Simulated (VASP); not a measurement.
# CaBi (P-6m2) in VASP: reference runs

How does CaBi come out in PBE? The cell is run as given.

Everything below comes from runs of VASP 6.6.1. Logs are shortened: lines on timing, memory, paths and dates and some standing lists are left out, and cuts for length are marked.

## (1) Starting point

Symmetry: P-6m2, No. 187, hexagonal system. The conventional cell has a = 4.085 Å, b = 4.085 Å, c = 4.645 Å, α = 90.00°, β = 90.00°, γ = 120.00°. Ca (site symmetry -6m2) is surrounded by 6 Bi at 3.31 Å. Around Bi (site symmetry -6m2) lie 6 Ca at 3.31 Å.

The cell was built by a generator and needn't be a form met in nature.

## (2) Single point, PBE

File INCAR:

```
PREC = Accurate ; ENCUT = 520
EDIFF = 1E-7 ; ISMEAR = -1
SIGMA = 0.05 ; LREAL = False
LASPH = True ; NELM = 60
ALGO = Normal ; ISIF = 2
LWAVE = False ; LCHARG = False
GGA = PE ; NBANDS = 20
```

File KPOINTS:

```
Automatic mesh
0
Gamma
  8 8 6
```

File POSCAR:

```
CaBi
1.0
    4.0849500000      0.0000000000      0.0000000000
   -2.0424800000      3.5376700000      0.0000000000
    0.0000000000      0.0000000000      4.6454500000
Ca Bi
1 1
Direct
    0.0000000000      0.0000000000      0.0000000000
    0.3333300000      0.6666700000      0.5000000000
```

Potentials or basis: VASP PAW PBE potentials, release 64 (Ca_sv, Bi_d).

On the command line:

```bash
> cat potpaw_PBE.64/Ca_sv/POTCAR potpaw_PBE.64/Bi_d/POTCAR > POTCAR
> mpirun -np 1 vasp_std > vasp.out
```

OUTCAR:

```text
PREC = Accurate
   ENCUT = 520
   EDIFF = 1E-7
   ISMEAR = -1
   LREAL = False
   LASPH = True
   NELM = 60
   ISIF = 2
   GGA = PE

 ion  position               nearest neighbor table
   1  0.000  0.000  0.000-   2 3.31   2 3.31   2 3.31   2 3.31   2 3.31   2 3.31
   2  0.333  0.667  0.500-   1 3.31   1 3.31   1 3.31   1 3.31   1 3.31   1 3.31

  LATTYP: Found a hexagonal cell.
 ALAT       =     4.0849500000
 C/A-ratio  =     1.1372109818

  Lattice vectors:

 A1 = (   4.0849500000,   0.0000000000,   0.0000000000)
 A2 = (  -2.0424800000,   3.5376700000,   0.0000000000)
 A3 = (   0.0000000000,   0.0000000000,   4.6454500000)

Analysis of symmetry for initial positions (statically):
=====================================================================
 Subroutine PRICEL returns:
 Original cell was already a primitive cell.

 Routine SETGRP: Setting up the symmetry group for a
 hexagonal supercell.

 Subroutine GETGRP returns: Found  4 space group operations
 (whereof  4 operations were pure point group operations)
 out of a pool of 24 trial point group operations.

The static configuration has the point symmetry C_2v.

Analysis of symmetry for dynamics (positions and initial velocities):
=====================================================================
 Subroutine PRICEL returns:
 Original cell was already a primitive cell.

 Routine SETGRP: Setting up the symmetry group for a
 hexagonal supercell.

 Subroutine GETGRP returns: Found  4 space group operations
 (whereof  4 operations were pure point group operations)
 out of a pool of 24 trial point group operations.

The dynamic configuration has the point symmetry C_2v.

 Subroutine INISYM returns: Found  4 space group operations
 (whereof  4 operations are pure point group operations),
 and found     1 'primitive' translations

----------------------------------------------------------------------------------------

                                     Primitive cell

  volume of cell :      67.1324

  direct lattice vectors                    reciprocal lattice vectors
     4.084950000  0.000000000  0.000000000     0.244801038  0.141336310  0.000000000
    -2.042480000  3.537670000  0.000000000     0.000000000  0.282671928  0.000000000
     0.000000000  0.000000000  4.645450000     0.000000000  0.000000000  0.215264398

  length of vectors
     4.084950000  4.084952090  4.645450000     0.282672073  0.282671928  0.215264398

  position of ions in fractional coordinates (direct lattice)
     0.000000000  0.000000000  0.000000000
     0.333330000  0.666670000  0.500000000

  ion indices of the primitive-cell ions
   primitive index   ion index
                 1           1
                 2           2

----------------------------------------------------------------------------------------

 KPOINTS: Automatic mesh

Automatic generation of k-mesh.
 Grid dimensions read from file:
 generate k-points for:    8    8    6

 Generating k-lattice:

  Cartesian coordinates                     Fractional coordinates (reciprocal lattice)
     0.030600130  0.017667039  0.000000000     0.125000000  0.000000000  0.000000000
     0.000000000  0.035333991  0.000000000     0.000000000  0.125000000  0.000000000
     0.000000000  0.000000000  0.035877400     0.000000000  0.000000000  0.166666667

  Length of vectors
     0.035334009  0.035333991  0.035877400

  Shift w.r.t. Gamma in fractional coordinates (k-lattice)
     0.000000000  0.000000000  0.000000000

 Subroutine IBZKPT returns following result:
 ===========================================

 Found     84 irreducible k-points:

 Following reciprocal coordinates:
            Coordinates               Weight
  0.000000  0.000000  0.000000      1.000000
  0.125000  0.000000  0.000000      4.000000
 -0.125000  0.125000  0.000000      2.000000
  0.250000  0.000000  0.000000      4.000000
 -0.250000  0.250000  0.000000      2.000000
  0.375000 -0.000000  0.000000      4.000000
[... 16 lines left out ...]
  0.125000  0.000000  0.166667      8.000000
 -0.125000  0.125000  0.166667      4.000000
 [... further k-points ...]
   k-points           NKPTS =     84   k-points in BZ     NKDIM =     84   number of bands    NBANDS=     20
   number of dos      NEDOS =    301   number of ions     NIONS =      2
   total plane-waves  NPLWV =  32400
   dimension x,y,z NGX =    30 NGY =   30 NGZ =   36
   dimension x,y,z NGXF=    60 NGYF=   60 NGZF=   72
   ions per type =               1   1
   NGX,Y,Z   is equivalent  to a cutoff of  12.21, 12.21, 12.88 a.u.
   NGXF,Y,Z  is equivalent  to a cutoff of  24.42, 24.42, 25.77 a.u.
 SYSTEM =  unknown system
   PREC   = accura    normal or accurate (medium, high low for compatibility)
   ISTART =      0    job   : 0-new  1-cont  2-samecut
   ICHARG =      2    charge: 1-file 2-atom 10-const
   ISPIN  =      1    spin polarized calculation?
   LNONCOLLINEAR =      F non collinear calculations
   LSORBIT =      F    spin-orbit coupling
   LASPH  =      T    aspherical Exc in radial PAW
   ENCUT  =  520.0 eV  38.22 Ry    6.18 a.u.   7.60  7.60  8.64*2*pi/ulx,y,z
   NELM   =     60;   NELMIN=  2; NELMDL= -5     # of ELM steps
   EDIFF  = 0.1E-06   stopping-criterion for ELM
   LREAL  =      F    real-space projection
   EDIFFG = 0.1E-05   stopping-criterion for IOM
   NSW    =      0    number of steps for IOM
   IBRION =     -1    ionic relax: 0-MD 1-quasi-New 2-CG
   NFREE  =      0    steps in history (QN), initial steepest desc. (CG)
   ISIF   =      2    stress and relaxation
   ISYM   =      2    0-nonsym 1-usesym 2-fastsym
   POTIM  = 0.5000    time-step for ionic-motion
   TEBEG  =    0.0;   TEEND  =   0.0 temperature during run
   PSTRESS=    0.0 pullay stress
   NELECT =      25.0000    total number of electrons
   NUPDOWN=      -1.0000    fix difference up-down
   EMIN   =  10.00;   EMAX   =-10.00  energy-range for DOS
   EFERMI =   0.00;   METHOD = LEGACY
   ISMEAR =    -1;   SIGMA  =   0.05  broadening in eV -4-tet -1-fermi 0-gaus
   EFERMI_NEDOS =   21; number of points for ismear=-14 and -15
   IALGO  =     38    algorithm
   IMIX   =      4    mixing-type and parameters
     AMIX     =   0.40;   BMIX     =  1.00
     AMIX_MAG =   1.60;   BMIX_MAG =  1.00
  volume/ion in A,a.u.               =      33.57       226.52
  Fermi-wavevector in a.u.,A,eV,Ry     =   1.177816  2.225750 18.874698  1.387251
  Thomas-Fermi vector in A             =   2.314156
   LORBIT       =      0    0 simple, 1 ext, 2 COOP (PROOUT), +10 PAW based schemes
   GGA     = PE    functional components
   LHFCALC =     F    Hartree Fock is set to
   AEXX    =    0.0000 exact exchange contribution
   IVDW    =     0    specifies the selected vdW correction
   LEPSILON=     F    determine dielectric tensor
   LRPA    =     F    only Hartree local field effects (RPA)
 non-spin polarized calculation
  energy-cutoff  :      520.00
  volume of cell :       67.13
 maximum number of plane-waves:      1829
   NGX = 15   NGY = 15   NGZ = 17

 number of electron      24.9999999 magnetization

 Free energy of the ion-electron system (eV)
  ---------------------------------------------------
  ext. energy  EPLUGINS =         0.00000000
  ---------------------------------------------------
  free energy    TOTEN  =        -7.00314422 eV

  energy without entropy =       -6.99602992  energy(sigma->0) =       -6.99958707

 E-fermi :   4.6432     XC(G=0):  -9.0714

 val. band max:        4.6252605207   @ k =   0.0000   0.0000   0.0000
 cond. band min:       4.6479880328   @ k =  -0.1250   0.1250   0.1667
 fundamental gap:      0.0227275122
 Fermi energy:         4.6432399803

 k-point     1 :       0.0000    0.0000    0.0000
  band No.  band energies     occupation
      1     -36.8004      2.00000
      2     -17.8383      2.00000
      3     -17.8383      2.00000
      4     -17.7605      2.00000
      5     -17.4941      2.00000
      6     -17.4941      2.00000
[... 12 lines left out ...]
     19       8.8422      0.00000
     20      11.2862      0.00000

 k-point     2 :       0.1250    0.0000    0.0000
  band No.  band energies     occupation
      1     -36.7996      2.00000
      2     -17.8490      2.00000
      3     -17.8386      2.00000
      4     -17.7729      2.00000
      5     -17.4986      2.00000
      6     -17.4922      2.00000
[... 12 lines left out ...]
     19       9.1383      0.00000
     20      11.2937      0.00000

 k-point     3 :      -0.1250    0.1250    0.0000
  band No.  band energies     occupation
      1     -36.7996      2.00000
      2     -17.8490      2.00000
      3     -17.8386      2.00000
      4     -17.7729      2.00000
      5     -17.4986      2.00000
      6     -17.4922      2.00000
[... 12 lines left out ...]
     19       9.1383      0.00000
     20      11.2937      0.00000

 k-point     4 :       0.2500    0.0000    0.0000
  band No.  band energies     occupation
      1     -36.7977      2.00000
      2     -17.8748      2.00000
      3     -17.8395      2.00000
      4     -17.7995      2.00000
      5     -17.5076      2.00000
      6     -17.4873      2.00000
[... 12 lines left out ...]
     19       9.3559      0.00000
     20      11.6534      0.00000

 k-point     5 :      -0.2500    0.2500    0.0000
  band No.  band energies     occupation
      1     -36.7977      2.00000
      2     -17.8748      2.00000
      3     -17.8395      2.00000
      4     -17.7995      2.00000
      5     -17.5076      2.00000
      6     -17.4873      2.00000
[... 12 lines left out ...]
     19       9.3559      0.00000
     20      11.6534      0.00000
[... 353 lines left out ...]
      6     -17.4920      2.00000
[... 12 lines left out ...]
     19      10.2668      0.00000
     20      11.6731      0.00000

 k-point    22 :       0.0000    0.0000    0.1667
  band No.  band energies     occupation
      1     -36.8002      2.00000
      2     -17.8400      2.00000
      3     -17.8400      2.00000
      4     -17.7669      2.00000
      5     -17.5022      2.00000
      6     -17.5022      2.00000
[... 12 lines left out ...]
     19       9.0184      0.00000
     20      11.6626      0.00000

 k-point    23 :       0.1250    0.0000    0.1667
  band No.  band energies     occupation
      1     -36.7995      2.00000
      2     -17.8504      2.00000
      3     -17.8417      2.00000
      4     -17.7764      2.00000
      5     -17.5013      2.00000
      6     -17.4997      2.00000
[... 12 lines left out ...]
     19       9.5445      0.00000
     20      11.4731      0.00000

 k-point    24 :      -0.1250    0.1250    0.1667
  band No.  band energies     occupation
      1     -36.7995      2.00000
      2     -17.8504      2.00000
      3     -17.8417      2.00000
      4     -17.7764      2.00000
      5     -17.5013      2.00000
      6     -17.4997      2.00000
[... 12 lines left out ...]
     19       9.5446      0.00000
     20      11.4731      0.00000

 [... further k-points ...]

------------------------ aborting loop because EDIFF is reached ----------------------------------------

  FORCE on cell =-STRESS in cart. coord.  units (eV):
  Direction    XX          YY          ZZ          XY          YZ          ZX
  --------------------------------------------------------------------------------------
  -------------------------------------------------------------------------------------
  Total       -0.0537584     -0.0538238      0.0922122     -0.0000566      0.0000000      0.0000000
  in kB       -1.2829943     -1.2845555      2.2007326     -0.0013505      0.0000000      0.0000000
  external PRESSURE =      -0.1222724 kB  Pullay stress =       0.0000000 kB

 VOLUME and BASIS-vectors are now :
 -----------------------------------------------------------------------------
  energy-cutoff  :      520.00
  volume of cell :       67.13
      direct lattice vectors                 reciprocal lattice vectors
     4.084950000  0.000000000  0.000000000     0.244801038  0.141336310  0.000000000
    -2.042480000  3.537670000  0.000000000     0.000000000  0.282671928  0.000000000
     0.000000000  0.000000000  4.645450000     0.000000000  0.000000000  0.215264398

 POSITION                                       TOTAL-FORCE (eV/Angst)
 -----------------------------------------------------------------------------------
      0.00000      0.00000      0.00000        -0.000028      0.000016      0.000000
     -0.00002      2.35846      2.32273         0.000028     -0.000016      0.000000
 -----------------------------------------------------------------------------------
    total drift:                               -0.000003     -0.000004      0.000000

  FREE ENERGIE OF THE ION-ELECTRON SYSTEM (eV)
  ---------------------------------------------------
  free  energy   TOTEN  =        -7.0031442181 eV

  energy  without entropy=       -6.9960299151  energy(sigma->0) =       -6.99958707
```

Wall time 48 s (1 thread of Intel Xeon 6975P-C (Granite Rapids), shared host); peak memory 0.25 GiB.

Results:

```
Free energy            : -7.0031 eV
Pressure               : 0.0 GPa
Band gap on the k mesh : none (metal or under the smearing width)
```

Stress tensor (GPa, compression positive):
```
-0.13  0.00  0.00
 0.00 -0.13  0.00
 0.00  0.00  0.22
```

Caveat: spin-orbit coupling is left out, which moves the levels of the heavy elements.
